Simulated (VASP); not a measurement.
A convergence study with VASP on InP (zinc blende): one setting is varied, all else stays as given below, so the limit is that of these other settings.

```yaml
crystal:
  lattice:
    - [0.00000, 2.93500, 2.93500]
    - [2.93500, 0.00000, 2.93500]
    - [2.93500, 2.93500, 0.00000]
  atoms:
    - { symbol: In, position: [0.00000, 0.00000, 0.00000] }
    - { symbol: P, position: [0.25000, 0.25000, 0.25000] }
```

These are PBEsol GGA, VASP's PBE PAW potentials (set 64) (plane waves; VASP) values and carry that method's errors. The tightest run used: 550 eV cut-off, 17×17×17 Γ-centred mesh, Gaussian smearing of 0.050 eV, potentials In_d P.

**Question.** The settings run are 1×1×1 mesh; 2×2×2 mesh; 3×3×3 mesh; 4×4×4 mesh; 5×5×5 mesh; 6×6×6 mesh; 7×7×7 mesh; 8×8×8 mesh; 9×9×9 mesh; 10×10×10 mesh; 11×11×11 mesh; 12×12×12 mesh; 13×13×13 mesh; 14×14×14 mesh; 15×15×15 mesh; 16×16×16 mesh; 17×17×17 mesh. From which on does the energy per atom stay within 0.001 eV/atom of the tightest run?

**Answer.** From 9×9×9 mesh on: it is off by 0.0006 there and by no more than 0.001 in any finer run, while 8×8×8 mesh is off by 0.0013.
| setting | E (eV/atom) | pressure (GPa) | irreducible k-points | difference judged (eV/atom) |
|---|---|---|---|---|
| 1×1×1 mesh | 3.0678 | 42.83 | 1 | 7.6463 |
| 2×2×2 mesh | -3.6386 | 4.35 | 3 | 0.9400 |
| 3×3×3 mesh | -4.3690 | 1.13 | 4 | 0.2096 |
| 4×4×4 mesh | -4.5193 | 0.47 | 8 | 0.0592 |
| 5×5×5 mesh | -4.5592 | 0.30 | 10 | 0.0194 |
| 6×6×6 mesh | -4.5714 | 0.27 | 16 | 0.0071 |
| 7×7×7 mesh | -4.5757 | 0.26 | 20 | 0.0029 |
| 8×8×8 mesh | -4.5773 | 0.27 | 29 | 0.0013 |
| 9×9×9 mesh | -4.5780 | 0.28 | 35 | 0.0006 |
| 10×10×10 mesh | -4.5783 | 0.27 | 47 | 0.0003 |
| 11×11×11 mesh | -4.5784 | 0.27 | 56 | 0.0001 |
| 12×12×12 mesh | -4.5785 | 0.28 | 72 | 0.0001 |
| 13×13×13 mesh | -4.5785 | 0.28 | 84 | 0.0000 |
| 14×14×14 mesh | -4.5785 | 0.28 | 104 | 0.0000 |
| 15×15×15 mesh | -4.5785 | 0.28 | 120 | 0.0000 |
| 16×16×16 mesh | -4.5785 | 0.28 | 145 | 0.0000 |
| 17×17×17 mesh | -4.5785 | 0.28 | 165 | 0.0000 |

Left out are rungs that failed or repeat a setting and relaxations that didn't move; long series are thinned to 24 rows.

The compound is InP in the zinc blende structure. The cell was not relaxed at this level.
